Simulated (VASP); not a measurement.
AlH, 2 atoms in the cell. The structure is cubic, space group Fm-3m (No. 225). Conventional cell: a = 4.234 Å, b = 4.234 Å, c = 4.234 Å, α = 90.00°, β = 90.00°, γ = 90.00°. Around Al (site symmetry m-3m) lie 6 H at 2.12 Å. H (site symmetry m-3m) is surrounded by 6 Al at 2.12 Å. The cell was built by a generator and needn't be a form met in nature.

* Program: VASP 6.6.1
* Task: single point
* Functional: PBE
* Potentials or basis: VASP PAW PBE potentials, release 64 (Al, H)
* Cutoff: 520 eV
* k mesh: 11 × 11 × 11
* Occupations: fermi-dirac, width 0.05 eV
* Spin: no spin polarisation
* Further INCAR settings: ALGO = Normal; EDIFF = 1e-07; NBANDS = 9

Potentials or basis: VASP PAW PBE potentials, release 64 (Al, H).

Launch:

```bash
$ cat potpaw_PBE.64/Al/POTCAR potpaw_PBE.64/H/POTCAR > POTCAR
$ mpirun -np 1 vasp_std > vasp.out
```

Hardware: 1 thread of Intel(R) Xeon(R) 6975P-C (Granite Rapids) (shared host).

Task: Estimate the wall time of this run.

Result: Run time: 3.7 s on 1 thread of Intel(R) Xeon(R) 6975P-C (Granite Rapids), on a shared host, peak memory 0.13 GiB. Counts: scf iterations 11, k points 56.
